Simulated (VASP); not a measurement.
All values below come from r2SCAN meta-GGA, VASP's PBE PAW potentials (set 64) (plane waves; VASP).

Input for VASP

File KPOINTS:
```
Automatic mesh
0
Gamma
5 5 5
0 0 0
```

KPOINTS_OPT:
```
k-points along high-symmetry lines
10
Line-mode
Reciprocal
  0.000000   0.000000   0.000000 ! GAMMA
  0.000000   0.500000   0.000000 ! X

  0.000000   0.500000   0.000000 ! X
  0.500000   0.500000   0.000000 ! M

  0.500000   0.500000   0.000000 ! M
  0.000000   0.000000   0.000000 ! GAMMA

  0.000000   0.000000   0.000000 ! GAMMA
  0.500000   0.500000   0.500000 ! R

  0.500000   0.500000   0.500000 ! R
  0.000000   0.500000   0.000000 ! X

  0.500000   0.500000   0.500000 ! R
  0.500000   0.500000   0.000000 ! M
```

### POSCAR
```
CsPbCl3
5.6730760
  0.9999999873   0.0000000000   0.0000000000
  0.0000000000   0.9999999873   0.0000000000
  0.0000000000   0.0000000000   0.9999999873
Cs Pb Cl
1 1 3
Cartesian
  0.0000000000   0.0000000000   0.0000000000
  0.4999999937   0.4999999937   0.4999999937
  0.4999999937   0.0000000000   0.4999999937
  0.0000000000   0.4999999937   0.4999999937
  0.4999999937   0.4999999937   0.0000000000
```

### INCAR
```
! general
SYSTEM  = CsPbCl3
PREC    = Accurate
ENCUT   = 400
LREAL   = .False.   ! projection in real space or not
LASPH   = .True.   ! aspherical one-centre terms

! electronic loop
EDIFF   = 1E-7   ! SCF stop (eV)
NELM    = 100   ! most electronic steps
ALGO    = Normal   ! blocked Davidson
LMAXMIX = 4   ! l cut-off of mixed one-centre charges
LMIXTAU = .True.

! smearing
ISMEAR  = -5   ! tetrahedra, Bloechl

! functional
METAGGA = R2SCAN

! ions
ISIF    = 2

! output
LWAVE   = .False.
LCHARG  = .False.
LORBIT  = 11   ! lm-projected
NEDOS   = 601   ! DOS grid

! other
LEFG    = .True.
```

POTCAR, in this order: Cs_sv Pb_d Cl (PBE.64 set). Program: vasp_std.

Output of the run:

**OUTCAR**
```
 ion  position               nearest neighbor table
   1  0.000  0.000  0.000-
   2  0.500  0.500  0.500-   3 2.84   4 2.84   5 2.84   5 2.84   3 2.84   4 2.84
   3  0.500  0.000  0.500-   2 2.84   2 2.84
   4  0.000  0.500  0.500-   2 2.84   2 2.84
   5  0.500  0.500  0.000-   2 2.84   2 2.84
  LATTYP: Found a simple cubic cell.
 ALAT       =     5.6730759282
 Subroutine PRICEL returns:
 Original cell was already a primitive cell.
 Subroutine GETGRP returns: Found 48 space group operations
The static configuration has the point symmetry O_h .
The dynamic configuration has the point symmetry O_h .
 Subroutine INISYM returns: Found 48 space group operations
 Subroutine IBZKPT returns following result:
 Found     10 irreducible k-points:

 Following reciprocal coordinates:
            Coordinates               Weight
  0.000000  0.000000  0.000000      1.000000
  0.200000  0.000000  0.000000      6.000000
  0.400000  0.000000  0.000000      6.000000
  0.200000  0.200000  0.000000     12.000000
  0.400000  0.200000  0.000000     24.000000
  0.400000  0.400000  0.000000     12.000000
  0.200000  0.200000  0.200000      8.000000
  0.400000  0.200000  0.200000     24.000000
  0.400000  0.400000  0.200000     24.000000
  0.400000  0.400000  0.400000      8.000000
   k-points           NKPTS =     10   k-points in BZ     NKDIM =     10   number of bands    NBANDS=     26
   number of dos      NEDOS =    601   number of ions     NIONS =      5
   total plane-waves  NPLWV =  64000
   dimension x,y,z NGX =    40 NGY =   40 NGZ =   40
   dimension x,y,z NGXF=    80 NGYF=   80 NGZF=   80
   ions per type =               1   1   3
   PREC   = accura    normal or accurate (medium, high low for compatibility)
   ISTART =      0    job   : 0-new  1-cont  2-samecut
   ICHARG =      2    charge: 1-file 2-atom 10-const
   ISPIN  =      1    spin polarized calculation?
   LNONCOLLINEAR =      F non collinear calculations
   LSORBIT =      F    spin-orbit coupling
   INIWAV =      1    electr: 0-lowe 1-rand  2-diag
   ENCUT  =  400.0 eV  29.40 Ry    5.42 a.u.   9.25  9.25  9.25*2*pi/ulx,y,z
   NELM   =    100;   NELMIN=  2; NELMDL= -5     # of ELM steps
   EDIFF  = 0.1E-06   stopping-criterion for ELM
   LREAL  =      F    real-space projection
   NLSPLINE    = F    spline interpolate recip. space projectors
   LMAXMIX     =    4 max onsite mixed and CHGCAR
   VOSKOWN=      0    Vosko Wilk Nusair interpolation
   EDIFFG = 0.1E-05   stopping-criterion for IOM
   NSW    =      0    number of steps for IOM
   NBLOCK =      1;   KBLOCK =      1    inner block; outer block
   IBRION =     -1    ionic relax: 0-MD 1-quasi-New 2-CG
   NFREE  =      0    steps in history (QN), initial steepest desc. (CG)
   ISIF   =      2    stress and relaxation
   ISYM   =      2    0-nonsym 1-usesym 2-fastsym
   TEIN   =    0.0    initial temperature
   TEBEG  =    0.0;   TEEND  =   0.0 temperature during run
   SMASS  =  -3.00    Nose mass-parameter (am)
   PSTRESS=    0.0 pullay stress
   NELECT =      44.0000    total number of electrons
   EFERMI =   0.00;   METHOD = LEGACY
   ISMEAR =    -5;   SIGMA  =   0.20  broadening in eV -4-tet -1-fermi 0-gaus
   IALGO  =     38    algorithm
   LDIAG  =      T    sub-space diagonalisation (order eigenvalues)
   IMIX   =      4    mixing-type and parameters
     AMIX     =   0.40;   BMIX     =  1.00
     AMIX_MAG =   1.60;   BMIX_MAG =  1.00
     AMIN     =   0.10
   METAGGA = R2SCAN    functional components
   VOSKOWN =     0    Vosko Wilk Nusair interpolation
   LHFCALC =     F    Hartree Fock is set to
   LHFONE  =     F    Hartree Fock one center treatment
   AEXX    =    0.0000 exact exchange contribution
   IVDW    =     0    specifies the selected vdW correction
...
```

OSZICAR:
```
       N       E                     dE             d eps       ncg     rms          rms(c)
DAV:   1     0.290867390779E+03    0.29087E+03   -0.17412E+04   520   0.130E+03
DAV:   2    -0.754795448744E+02   -0.36635E+03   -0.35997E+03   670   0.329E+02
DAV:   3    -0.117903374306E+03   -0.42424E+02   -0.41990E+02   616   0.121E+02
DAV:   4    -0.119467584831E+03   -0.15642E+01   -0.15615E+01   742   0.304E+01
DAV:   5    -0.119496587950E+03   -0.29003E-01   -0.28992E-01   700   0.317E+00    0.524E+00
DAV:   6    -0.112206237239E+03    0.72904E+01   -0.39332E+00   682   0.304E+01    0.475E+00
DAV:   7    -0.106928722745E+03    0.52775E+01   -0.15958E+00   542   0.851E+00    0.185E+00
DAV:   8    -0.108022297321E+03   -0.10936E+01   -0.10433E+00   698   0.624E+00    0.139E+00
DAV:   9    -0.107903759212E+03    0.11854E+00   -0.44842E-01   548   0.574E+00    0.117E+00
DAV:  10    -0.108183946192E+03   -0.28019E+00   -0.30761E-01   564   0.507E+00    0.482E-01
DAV:  11    -0.108177814956E+03    0.61312E-02   -0.68648E-02   752   0.192E+00    0.427E-01
DAV:  12    -0.108164840273E+03    0.12975E-01   -0.41285E-03   658   0.642E-01    0.295E-01
DAV:  13    -0.108183306575E+03   -0.18466E-01   -0.21484E-02   584   0.162E+00    0.123E-01
DAV:  14    -0.108178934214E+03    0.43724E-02   -0.92317E-03   534   0.828E-01    0.137E-01
DAV:  15    -0.108180305869E+03   -0.13717E-02   -0.30233E-04   776   0.213E-01    0.999E-02
DAV:  16    -0.108183264004E+03   -0.29581E-02   -0.13682E-03   566   0.374E-01    0.314E-02
DAV:  17    -0.108183031361E+03    0.23264E-03   -0.30328E-04   656   0.144E-01    0.152E-02
DAV:  18    -0.108183301078E+03   -0.26972E-03   -0.80912E-05   556   0.906E-02    0.846E-03
DAV:  19    -0.108183261231E+03    0.39846E-04   -0.11382E-05   694   0.290E-02    0.156E-02
DAV:  20    -0.108183361843E+03   -0.10061E-03   -0.39485E-05   566   0.657E-02    0.369E-03
DAV:  21    -0.108183372635E+03   -0.10792E-04   -0.45448E-06   656   0.196E-02    0.135E-03
DAV:  22    -0.108183372972E+03   -0.33730E-06   -0.51675E-07   652   0.679E-03    0.887E-04
DAV:  23    -0.108183373028E+03   -0.55601E-07   -0.74456E-08   436   0.310E-03
   1 F= -.10818337E+03 E0= -.10818337E+03  d E =0.000000E+00
       N       E                     dE             ncg
       N       E                     dE             ncg
       N       E                     dE             ncg
       N       E                     dE             ncg
       N       E                     dE             ncg
       N       E                     dE             ncg
```

**OUTCAR**
```
------------------------ aborting loop because EDIFF is reached ----------------------------------------
  FORCE on cell =-STRESS in cart. coord.  units (eV):
  Direction    XX          YY          ZZ          XY          YZ          ZX
  --------------------------------------------------------------------------------------
  Total       -0.0993383     -0.0993383     -0.0993383      0.0000000     -0.0000000      0.0000000
  in kB       -0.8717093     -0.8717093     -0.8717093      0.0000000     -0.0000000      0.0000000
  external PRESSURE =      -0.8717093 kB  Pullay stress =       0.0000000 kB
  volume of cell :      182.58
      direct lattice vectors                 reciprocal lattice vectors
     5.673075928  0.000000000  0.000000000     0.176271217  0.000000000  0.000000000
     0.000000000  5.673075928  0.000000000     0.000000000  0.176271217  0.000000000
     0.000000000  0.000000000  5.673075928     0.000000000  0.000000000  0.176271217
 POSITION                                       TOTAL-FORCE (eV/Angst)
 -----------------------------------------------------------------------------------
      0.00000      0.00000      0.00000         0.000000      0.000000      0.000000
      2.83654      2.83654      2.83654         0.000000      0.000000      0.000000
      2.83654      0.00000      2.83654         0.000000      0.000000      0.000000
      0.00000      2.83654      2.83654         0.000000      0.000000      0.000000
      2.83654      2.83654      0.00000         0.000000      0.000000      0.000000
 -----------------------------------------------------------------------------------
    total drift:                                0.000000      0.000000     -0.000000
  FREE ENERGIE OF THE ION-ELECTRON SYSTEM (eV)
  ---------------------------------------------------
  free  energy   TOTEN  =      -108.1833730278 eV

  energy  without entropy=     -108.1833730278  energy(sigma->0) =     -108.18337303

 total charge

# of ion       s       p       d       tot
------------------------------------------
    1        1.855   4.720   0.009   6.584
    2        1.518   0.400   9.852  11.769
    3        1.606   3.554   0.000   5.159
    4        1.606   3.554   0.000   5.159
    5        1.606   3.554   0.000   5.159
--------------------------------------------------
tot          8.190  15.781   9.861  33.832

 Electric field gradients after diagonalization (V/A^2)
 (convention: |V_zz| > |V_xx| > |V_yy|)
----------------------------------------------------------------------
 ion       V_xx      V_yy      V_zz     asymmetry (V_yy - V_xx)/ V_zz
----------------------------------------------------------------------
   1      -0.000    -0.000    -0.000      -0.145
   2       0.000    -0.000     0.000      -0.581
   3     -39.337   -39.337    78.675       0.000
   4     -39.337   -39.337    78.675       0.000
   5     -39.337   -39.337    78.675       0.000
```
(Selected blocks of OUTCAR.)

The compound is CsPbCl3 in the cubic perovskite structure, the ideal cubic form; the compound distorts at low or room temperature. It was relaxed first.
